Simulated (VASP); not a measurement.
OSZICAR of a VASP run on TiO2 (rutile):

### OSZICAR
```
       N       E                     dE             d eps       ncg     rms          rms(c)
DAV:   1     0.727788082807E+03    0.72779E+03   -0.28187E+04  1680   0.235E+03
DAV:   2     0.583788177475E+02   -0.66941E+03   -0.64773E+03  1768   0.636E+02
DAV:   3    -0.685018762619E+02   -0.12688E+03   -0.12351E+03  2668   0.231E+02
DAV:   4    -0.741644534914E+02   -0.56626E+01   -0.56560E+01  2208   0.524E+01
DAV:   5    -0.743758886977E+02   -0.21144E+00   -0.21138E+00  2368   0.891E+00    0.376E+01
DAV:   6    -0.585069783220E+02    0.15869E+02   -0.10518E+02  2036   0.109E+02    0.129E+01
DAV:   7    -0.583556101854E+02    0.15137E+00   -0.12449E+01  2284   0.297E+01    0.962E+00
DAV:   8    -0.583726465241E+02   -0.17036E-01   -0.22282E+00  2140   0.152E+01    0.300E+00
DAV:   9    -0.582889638402E+02    0.83683E-01   -0.98530E-01  2124   0.100E+01    0.121E+00
DAV:  10    -0.582911722737E+02   -0.22084E-02   -0.87440E-02  2108   0.243E+00    0.227E-01
DAV:  11    -0.582909746640E+02    0.19761E-03   -0.78255E-03  2276   0.714E-01    0.719E-02
DAV:  12    -0.582909904279E+02   -0.15764E-04   -0.56189E-04  2080   0.206E-01    0.449E-02
DAV:  13    -0.582909930906E+02   -0.26626E-05   -0.81840E-05  2096   0.610E-02    0.107E-02
DAV:  14    -0.582909924333E+02    0.65728E-06   -0.67819E-06  1920   0.215E-02
   1 F= -.42871268E+02 E0= -.42871268E+02  d E =-.428713E+02
       N       E                     dE             d eps       ncg     rms          rms(c)
DAV:   1    -0.606283937205E+02   -0.23374E+01   -0.15773E+02  2144   0.145E+02    0.239E+01
DAV:   2    -0.566958882642E+02    0.39325E+01   -0.16763E+01  2172   0.409E+01    0.101E+01
DAV:   3    -0.557004981574E+02    0.99539E+00   -0.65309E+00  2296   0.234E+01    0.284E+00
DAV:   4    -0.557960324653E+02   -0.95534E-01   -0.13151E+00  2152   0.875E+00    0.104E+00
DAV:   5    -0.558552499948E+02   -0.59218E-01   -0.63839E-02  2888   0.173E+00    0.110E+00
DAV:   6    -0.559090891999E+02   -0.53839E-01   -0.11198E-01  2248   0.216E+00    0.437E-01
DAV:   7    -0.559092912241E+02   -0.20202E-03   -0.23913E-02  2288   0.107E+00    0.158E-01
DAV:   8    -0.559109424659E+02   -0.16512E-02   -0.53764E-03  2516   0.570E-01    0.502E-02
DAV:   9    -0.559109889696E+02   -0.46504E-04   -0.63486E-04  2124   0.165E-01    0.418E-02
DAV:  10    -0.559109949609E+02   -0.59914E-05   -0.40409E-05  1992   0.502E-02    0.191E-02
DAV:  11    -0.559109960118E+02   -0.10509E-05   -0.13021E-05  1848   0.310E-02    0.325E-03
DAV:  12    -0.559109959918E+02    0.20028E-07   -0.60432E-07  1076   0.534E-03
   2 F= -.42340093E+02 E0= -.42340093E+02  d E =0.531175E+00
       N       E                     dE             d eps       ncg     rms          rms(c)
DAV:   1    -0.600916921995E+02   -0.41807E+01   -0.80516E+01  2088   0.116E+02    0.168E+01
DAV:   2    -0.582898221627E+02    0.18019E+01   -0.10431E+01  1956   0.346E+01    0.713E+00
DAV:   3    -0.577530678321E+02    0.53675E+00   -0.40809E+00  1688   0.140E+01    0.155E+00
DAV:   4    -0.577780165858E+02   -0.24949E-01   -0.87295E-01  2320   0.522E+00    0.154E+00
DAV:   5    -0.577947710208E+02   -0.16754E-01   -0.31945E-02  1956   0.178E+00    0.108E+00
DAV:   6    -0.578408330266E+02   -0.46062E-01   -0.77445E-02  2592   0.192E+00    0.308E-01
DAV:   7    -0.578448710394E+02   -0.40380E-02   -0.88253E-03  2136   0.519E-01    0.264E-01
DAV:   8    -0.578468270808E+02   -0.19560E-02   -0.38121E-03  2252   0.505E-01    0.489E-02
DAV:   9    -0.578470272086E+02   -0.20013E-03   -0.87828E-04  2052   0.176E-01    0.491E-02
DAV:  10    -0.578470274041E+02   -0.19548E-06   -0.96407E-05  2212   0.710E-02    0.149E-02
DAV:  11    -0.578470267650E+02    0.63911E-06   -0.42778E-06  1744   0.132E-02
   3 F= -.42967936E+02 E0= -.42967936E+02  d E =-.966683E-01
       N       E                     dE             d eps       ncg     rms          rms(c)
DAV:   1    -0.578314504521E+02    0.15577E-01   -0.11391E-02  2160   0.129E+00    0.192E-01
DAV:   2    -0.578311877911E+02    0.26266E-03   -0.13128E-03  2136   0.367E-01    0.808E-02
DAV:   3    -0.578311155646E+02    0.72226E-04   -0.48342E-04  1816   0.168E-01    0.163E-02
DAV:   4    -0.578311224703E+02   -0.69057E-05   -0.10543E-04  2048   0.543E-02    0.143E-02
DAV:   5    -0.578311240475E+02   -0.15771E-05   -0.30509E-06  1488   0.171E-02    0.105E-02
DAV:   6    -0.578311294857E+02   -0.54382E-05   -0.10113E-05  2148   0.187E-02    0.456E-03
DAV:   7    -0.578311301997E+02   -0.71401E-06   -0.23059E-06  1364   0.787E-03
   4 F= -.42968046E+02 E0= -.42968046E+02  d E =-.967779E-01
       N       E                     dE             d eps       ncg     rms          rms(c)
DAV:   1    -0.578202699142E+02    0.10860E-01   -0.52789E-03  2160   0.881E-01    0.133E-01
DAV:   2    -0.578201415099E+02    0.12840E-03   -0.60461E-04  2108   0.256E-01    0.551E-02
DAV:   3    -0.578201077572E+02    0.33753E-04   -0.23290E-04  1784   0.114E-01    0.111E-02
DAV:   4    -0.578201109537E+02   -0.31965E-05   -0.50084E-05  2084   0.365E-02    0.103E-02
DAV:   5    -0.578201118137E+02   -0.86004E-06   -0.12812E-06  1036   0.124E-02
   5 F= -.42968021E+02 E0= -.42968021E+02  d E =-.967535E-01
       N       E                     dE             d eps       ncg     rms          rms(c)
DAV:   1    -0.578088670848E+02    0.11244E-01   -0.14054E+00  1680   0.105E+01    0.742E-01
DAV:   2    -0.578043376888E+02    0.45294E-02   -0.53073E-02  1856   0.220E+00    0.450E-01
DAV:   3    -0.578005928717E+02    0.37448E-02   -0.90260E-03  1820   0.859E-01    0.113E-01
DAV:   4    -0.578005407096E+02    0.52162E-04   -0.17220E-03  2448   0.356E-01    0.578E-02
DAV:   5    -0.578005277305E+02    0.12979E-04   -0.13694E-04  2116   0.123E-01    0.311E-02
DAV:   6    -0.578005262178E+02    0.15127E-05   -0.26219E-05  2248   0.458E-02    0.651E-03
DAV:   7    -0.578005263468E+02   -0.12899E-06   -0.23265E-06  1376   0.147E-02
   6 F= -.42969596E+02 E0= -.42969596E+02  d E =-.157426E-02
       N       E                     dE             d eps       ncg     rms          rms(c)
DAV:   1    -0.578098731982E+02   -0.93470E-02   -0.17947E-01  1680   0.377E+00    0.265E-01
DAV:   2    -0.578093133829E+02    0.55982E-03   -0.68823E-03  1852   0.795E-01    0.161E-01
DAV:   3    -0.578088410655E+02    0.47232E-03   -0.11811E-03  1836   0.306E-01    0.449E-02
DAV:   4    -0.578088261278E+02    0.14938E-04   -0.23031E-04  2496   0.136E-01    0.201E-02
DAV:   5    -0.578088245336E+02    0.15941E-05   -0.20234E-05  2156   0.453E-02    0.109E-02
DAV:   6    -0.578088242433E+02    0.29032E-06   -0.28830E-06  1348   0.164E-02
   7 F= -.42970291E+02 E0= -.42970291E+02  d E =-.226917E-02
       N       E                     dE             d eps       ncg     rms          rms(c)
DAV:   1    -0.578377349027E+02   -0.28910E-01   -0.71981E-02  1924   0.310E+00    0.343E-01
DAV:   2    -0.578370783342E+02    0.65657E-03   -0.59820E-03  1948   0.753E-01    0.174E-01
DAV:   3    -0.578367347477E+02    0.34359E-03   -0.18503E-03  2220   0.376E-01    0.483E-02
DAV:   4    -0.578367478621E+02   -0.13114E-04   -0.35671E-04  2168   0.135E-01    0.266E-02
DAV:   5    -0.578367542008E+02   -0.63388E-05   -0.15666E-05  2384   0.311E-02    0.207E-02
DAV:   6    -0.578367662846E+02   -0.12084E-04   -0.26644E-05  2672   0.306E-02    0.100E-02
DAV:   7    -0.578367667373E+02   -0.45272E-06   -0.43638E-06  1540   0.192E-02
   8 F= -.42970408E+02 E0= -.42970408E+02  d E =-.117950E-03
       N       E                     dE             d eps       ncg     rms          rms(c)
DAV:   1    -0.578270166734E+02    0.97496E-02   -0.91391E-03  1924   0.110E+00    0.122E-01
DAV:   2    -0.578269345067E+02    0.82167E-04   -0.76759E-04  1944   0.269E-01    0.619E-02
DAV:   3    -0.578268903283E+02    0.44178E-04   -0.23273E-04  2232   0.134E-01    0.172E-02
DAV:   4    -0.578268919748E+02   -0.16465E-05   -0.44332E-05  2192   0.481E-02    0.932E-03
DAV:   5    -0.578268927452E+02   -0.77034E-06   -0.15899E-06  1212   0.111E-02
   9 F= -.42970454E+02 E0= -.42970454E+02  d E =-.163332E-03
       N       E                     dE             d eps       ncg     rms          rms(c)
DAV:   1    -0.578163004667E+02    0.10592E-01   -0.58710E-02  1680   0.230E+00    0.159E-01
DAV:   2    -0.578162216067E+02    0.78860E-04   -0.27031E-03  2244   0.463E-01    0.853E-02
DAV:   3    -0.578161216373E+02    0.99969E-04   -0.38516E-04  2228   0.144E-01    0.258E-02
DAV:   4    -0.578161168738E+02    0.47635E-05   -0.81728E-05  2560   0.645E-02    0.201E-02
DAV:   5    -0.578161174187E+02   -0.54490E-06   -0.58658E-06  1892   0.257E-02
  10 F= -.42970527E+02 E0= -.42970527E+02  d E =-.735938E-04
```

**Question.** Which electronic solver shows in the log?

**Answer.** It is blocked Davidson (ALGO = Normal, or the opening steps of other solvers). The INCAR had ALGO = Normal.

**Question.** Can the final energy be trusted as converged?

**Answer.** Self-consistency was reached. It stopped with EDIFF = 1E-6, NELM = 100, NSW = 40 and EDIFFG = -0.02 after 10 ionic steps (LDA (Ceperley-Alder, Perdew-Zunger), plane waves, VASP's LDA PAW potentials (set 64)). Energy and stress use the plane-wave basis of the starting cell.

The compound is TiO2 in the rutile structure. This run relaxes it under an external pressure of 45 GPa. Symmetry was kept, so distortions that lower it aren't found.
